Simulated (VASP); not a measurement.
**Ag (fcc): computed properties**

Method: PBEsol GGA, VASP's PBE PAW potentials (set 64) (plane waves; VASP).

```json
{
 "space_group": "Fm-3m (225)",
 "cell": "a = b = c = 4.045 Å, α = β = γ = 90.00°",
 "volume_per_atom": "16.55 Å³/atom",
 "band gap (over mesh and band path)": "none (metal, semimetal or under 0.01 eV)",
 "hill_bulk_modulus": "121 GPa",
 "hill_shear_modulus": "490 kbar",
 "Poisson's ratio": "0.321",
 "band_gap_with_spin_orbit_coupling": "none (metallic)",
 "density": "10.82 g/cm³",
 "C11": "165 GPa",
 "C12": "98.6 GPa",
 "C44": "63.9 GPa"
}
```

```
CELL_PARAMETERS angstrom
      0.00000     2.02273     2.02273
      2.02273     0.00000     2.02273
      2.02273     2.02273     0.00000
ATOMIC_POSITIONS crystal
  Ag 0.00000 0.00000 0.00000
```

Measured: a 4.062 Å at 0 K (computed value off by -0.4 %), as given by Daniel Mejia-Rodriguez et al., Physical Review B (2018), arXiv:1807.09216 [static lattice: zero-point anharmonic expansion removed]. Finite-difference elastic constants of metals are sensitive to mesh and smearing; shear constants can be off by tens of GPa.

The compound is Ag in the fcc structure. It was relaxed first. Symmetry was kept, so distortions that lower it aren't found.
